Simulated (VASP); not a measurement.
Given:

```xyz
7
Lattice="3.8452 0.0000 -0.0037 0.0000 3.8643 0.0000 -1.8269 0.0000 6.5101" Properties=species:S:1:pos:R:3 pbc="T T T"
Ta     1.0441     0.0000     5.1558
Ta     0.9742     0.0000     1.3507
O      1.0931     1.9321     5.2011
O      0.9252     1.9321     1.3054
O     -0.8632     3.8643     5.6661
O      2.8815     0.0000     0.8404
O      1.0091     0.0000     3.2532
```

Computed with PBEsol GGA, VASP's PBE PAW potentials (set 64) (plane waves; VASP 6.6.1). Run with 520 eV cut-off, Gaussian smearing of 0.050 eV, potentials Ta_pv O.

Unless said otherwise, spin-orbit coupling is left out, though it shifts the bands of the heavy elements here.

Problem. Give the energies of bands 17 to 30 at the high-symmetry points, in eV from the valence-band maximum.

Solution. 
```json
[
 {"band": "17", "Γ": "-2.60", "Z": "-4.91", "D": "-4.13", "B": "-2.75", "A": "-3.33", "E": "-5.07", "C2": "-5.07", "Y2": "-3.28"},
 {"band": "18", "Γ": "-2.45", "Z": "-3.16", "D": "-3.34", "B": "-2.55", "A": "-3.21", "E": "-4.98", "C2": "-4.93", "Y2": "-3.27"},
 {"band": "19", "Γ": "-2.14", "Z": "-2.81", "D": "-2.90", "B": "-2.51", "A": "-2.59", "E": "-3.86", "C2": "-3.91", "Y2": "-2.55"},
 {"band": "20", "Γ": "-1.80", "Z": "-2.57", "D": "-2.83", "B": "-1.70", "A": "-2.23", "E": "-3.73", "C2": "-3.71", "Y2": "-2.18"},
 {"band": "21", "Γ": "-1.52", "Z": "-2.49", "D": "-2.43", "B": "-1.24", "A": "-1.71", "E": "-3.50", "C2": "-3.57", "Y2": "-1.71"},
 {"band": "22", "Γ": "-1.09", "Z": "-2.43", "D": "-2.41", "B": "-1.09", "A": "-1.52", "E": "-2.49", "C2": "-2.55", "Y2": "-1.52"},
 {"band": "23", "Γ": "-0.97", "Z": "-2.41", "D": "-2.29", "B": "-0.96", "A": "-1.26", "E": "-2.00", "C2": "-1.98", "Y2": "-1.23"},
 {"band": "24", "Γ": "-0.82", "Z": "-1.86", "D": "-1.83", "B": "-0.89", "A": "-1.07", "E": "-0.70", "C2": "-0.60", "Y2": "-1.13"},
 {"band": "25", "Γ": "-0.65", "Z": "-1.68", "D": "-1.36", "B": "-0.82", "A": "-0.94", "E": "-0.13", "C2": "-0.12", "Y2": "-0.95"},
 {"band": "26", "Γ": "-0.61", "Z": "-0.31", "D": "-0.31", "B": "-0.79", "A": "-0.75", "E": "0.00", "C2": "-0.03", "Y2": "-0.76"},
 {"band": "27", "Γ": "2.18", "Z": "4.21", "D": "4.06", "B": "2.14", "A": "2.47", "E": "3.15", "C2": "3.16", "Y2": "2.45"},
 {"band": "28", "Γ": "2.59", "Z": "5.41", "D": "5.36", "B": "2.64", "A": "3.07", "E": "4.96", "C2": "4.96", "Y2": "3.09"},
 {"band": "29", "Γ": "2.75", "Z": "5.62", "D": "5.47", "B": "2.70", "A": "3.88", "E": "5.51", "C2": "5.56", "Y2": "4.01"},
 {"band": "30", "Γ": "4.21", "Z": "5.70", "D": "5.66", "B": "4.07", "A": "4.62", "E": "6.16", "C2": "6.12", "Y2": "4.60"}
]
```

The gap is indirect, 2.14 eV, from the valence maximum at E to the conduction minimum at B.

The structure comes from a computed database's Ta2O5 entry (P2/m); how it stands against other phases isn't given here. It was relaxed first.
